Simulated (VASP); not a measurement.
OSZICAR of a VASP run on MoS₂ (space group R3m):

OSZICAR:
```
       N       E                     dE             d eps       ncg     rms          rms(c)
DAV:   1     0.150689601118E+03    0.15069E+03   -0.12101E+04  3018   0.119E+03
DAV:   2    -0.197371807723E+02   -0.17043E+03   -0.16861E+03  3883   0.312E+02
DAV:   3    -0.248239304922E+02   -0.50867E+01   -0.50626E+01  3419   0.529E+01
DAV:   4    -0.248887220486E+02   -0.64792E-01   -0.64655E-01  3788   0.594E+00
DAV:   5    -0.248894852509E+02   -0.76320E-03   -0.76317E-03  3489   0.618E-01    0.262E+01
DAV:   6    -0.238093602155E+02    0.10801E+01   -0.10692E+01  3235   0.223E+01    0.922E+00
DAV:   7    -0.235638254600E+02    0.24553E+00   -0.41955E+00  3127   0.126E+01    0.596E+00
DAV:   8    -0.234491744568E+02    0.11465E+00   -0.59665E-01  3118   0.531E+00    0.192E+00
DAV:   9    -0.234495964487E+02   -0.42199E-03   -0.28423E-02  3623   0.110E+00    0.632E-01
DAV:  10    -0.234481027258E+02    0.14937E-02   -0.12403E-02  3048   0.833E-01    0.164E-01
DAV:  11    -0.234480979558E+02    0.47701E-05   -0.44075E-04  3022   0.169E-01    0.622E-02
DAV:  12    -0.234480704617E+02    0.27494E-04   -0.15700E-04  3087   0.882E-02    0.467E-02
DAV:  13    -0.234480840113E+02   -0.13550E-04   -0.36373E-05  2969   0.389E-02    0.128E-02
DAV:  14    -0.234480839757E+02    0.35566E-07   -0.40058E-06  3623   0.131E-02    0.687E-03
DAV:  15    -0.234480839967E+02   -0.20956E-07   -0.26721E-07  3529   0.347E-03
   1 F= -.23448084E+02 E0= -.23448084E+02  d E =0.000000E+00
```

Problem. Which electronic solver shows in the log?

Solution. It is blocked Davidson (ALGO = Normal, or the opening steps of other solvers). The INCAR had ALGO = Normal.

Problem. Can the final energy be trusted as converged?

Solution. The calculation finished and met its thresholds. It stopped with EDIFF = 1E-7, NELM = 100 (PBEsol GGA, plane waves, VASP's PBE PAW potentials (set 64)). Without a dispersion term in the relaxation, distances and binding between the weakly bound layers, chains or molecules are unreliable, and so is what depends on them.

The structure comes from a computed database's MoS2 entry (R3m); how it stands against other phases isn't given here. It was relaxed first, which changed the volume by -6 %.
